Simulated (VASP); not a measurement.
CsSi2:

```
Cs Si
1.0
     6.37157    0.00000    0.00000
    -3.18578    5.51794    0.00000
     0.00000    0.00000    4.47866
Cs Si
1 2
Direct
  0.00000 0.00000 0.00000
  0.66667 0.33333 0.25039
  0.66667 0.33333 0.74961
```

The cell was built by a generator and needn't be a form met in nature.

| Quantity | Value |
| --- | --- |
| Program | VASP 6.6.1 |
| Task | relaxation of cell and atoms |
| Functional | optB88-vdW |
| Potentials or basis | VASP PAW PBE potentials, release 64 (Cs_sv, Si) |
| Cutoff | 600 eV |
| k mesh | 5 × 5 × 6 |
| Occupations | fermi-dirac, width 0.05 eV |
| Spin | no spin polarisation |

At the start: pressure -0.6 GPa; volume 52.49 Å³/atom.

How do energy, volume and symmetry change on relaxing?

Over 11 steps the energy falls by 9.7 meV/atom and the volume is 49.34 Å³/atom (-6.0 %); space group P-6m2 (No. 187, to 0.05 Å).

The path:
| step | energy change (eV) | largest force (eV/Å) | pressure (GPa) | volume (Å³) |
| --- | --- | --- | --- | --- |
| 1 | 0.0000 | 0.2446 | -0.57 | 157.46 |
| 2 | -0.0156 | 0.1794 | -0.41 | 153.27 |
| 3 | -0.0165 | 0.3221 | -0.32 | 152.26 |
| 4 | -0.0268 | 0.2790 | -0.03 | 147.91 |
| 5 | -0.0275 | 0.2307 | 0.12 | 146.76 |
| 6 | -0.0276 | 0.2177 | -0.02 | 147.38 |
| 7 | -0.0288 | 0.0030 | 0.04 | 147.08 |
| 8 | -0.0290 | 0.0070 | 0.04 | 147.33 |
| 9 | -0.0291 | 0.0131 | 0.05 | 147.66 |
| 10 | -0.0291 | 0.0043 | -0.02 | 148.19 |
| 11 | -0.0291 | 0.0007 | 0.00 | 148.03 |

Final structure:
```xyz
3
Lattice="6.2613 0.0000 0.0000 -3.1307 5.4225 0.0000 0.0000 0.0000 4.3601" Properties=species:S:1:pos:R:3 pbc="T T T"
Cs   -3.1307    5.4225    0.0000
Si    3.1307    1.8074    1.0918
Si    3.1307    1.8074    3.2683
```

Caveat: the PAW data sets were made with another functional, which shifts forces and pressure a little.
